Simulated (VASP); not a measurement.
Data:

```
WS2
1.0
    3.18375     0.00000     0.00000
   -1.59187     2.75721     0.00000
    0.00000     0.00000    19.09414
W S
1 2
Cartesian
  1.59187   0.91907   9.54707
  0.00000   1.83814   7.98759
  0.00000   1.83814  11.10655
```

Calculation: r2SCAN meta-GGA, VASP's PBE PAW potentials (set 64) (plane waves; VASP). Numerical set-up: 400 eV cut-off, 9×9×1 Γ-centred mesh, tetrahedra with Blöchl corrections, potentials W_sv S.

The cell holds a wide vacuum, so values per volume refer to the whole cell. Unless said otherwise, spin-orbit coupling is left out, though it shifts the bands of the heavy elements here.

Question: Tabulate the total density of states (states/eV per cell) against energy (eV; zero at the valence-band maximum or, without a gap, the Fermi level).

Answer: 
(E (eV), DOS (states/eV)): (-9.89, 0.00); (-9.66, 0.00); (-9.42, 0.00); (-9.06, 0.00); (-8.82, 0.00); (-8.58, 0.00); (-8.34, 0.00); (-8.10, 0.00); (-7.87, 0.00); (-7.51, 0.00); (-7.27, 0.00); (-7.03, 0.00); (-6.79, 0.00); (-6.55, 1.22); (-6.31, 1.55); (-5.96, 3.18); (-5.72, 2.95); (-5.48, 1.17); (-5.24, 1.51); (-5.00, 1.37); (-4.76, 2.00); (-4.41, 2.75); (-4.17, 0.79); (-3.93, 0.94); (-3.69, 4.26); (-3.45, 2.89); (-3.21, 1.45); (-2.85, 2.68); (-2.61, 1.13); (-2.38, 4.04); (-2.14, 2.87); (-1.90, 1.99); (-1.66, 2.94); (-1.30, 0.34); (-1.06, 1.84); (-0.82, 2.82); (-0.59, 1.80); (-0.35, 1.10); (-0.11, 0.67); (0.25, 0.00); (0.49, 0.00); (0.73, 0.00); (0.97, 0.00); (1.20, 0.00); (1.44, 0.00); (1.80, 0.00); (2.04, 0.15); (2.28, 1.18); (2.52, 3.72); (2.76, 3.82); (2.99, 3.87); (3.35, 2.80); (3.59, 2.43); (3.83, 2.85); (4.07, 1.94); (4.31, 1.69); (4.55, 0.70); (4.90, 2.77); (5.14, 1.08); (5.38, 0.90)
Within 2 eV below the valence-band maximum the largest weight inside VASP's projection spheres is W d, then S p.

The cell is a sheet with vacuum, built from a generated structure.
